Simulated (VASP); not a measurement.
Data:

```
CELL_PARAMETERS angstrom
      3.97510     0.00000     0.00000
      0.00000     3.97510     0.00000
      0.00000     0.00000     3.97510
ATOMIC_POSITIONS crystal
  Ba 0.00000 0.00000 0.00000
  Ti 0.50000 0.50000 0.50000
  O  0.50000 0.00000 0.50000
  O  0.00000 0.50000 0.50000
  O  0.50000 0.50000 0.00000
```

The numbers are results of revTPSS meta-GGA, VASP's PBE PAW potentials (set 64) (plane waves; VASP 6.6.1), not measurements. Run with 520 eV cut-off, 6×6×6 Γ-centred mesh, Gaussian smearing of 0.050 eV, potentials Ba_sv Ti_sv O.

### Question
Give the stress tensor in GPa (positive for a compressed cell).

### Answer

```
5.68  0.00  0.00
0.00  5.68  0.00
0.00  0.00  5.68
```
The pressure is its mean diagonal, 5.68 GPa.

The compound is BaTiO3 in the cubic perovskite structure, the ideal cubic form; the compound distorts at low or room temperature. This cell is one point of a volume scan, at 0.97 of the reference volume.
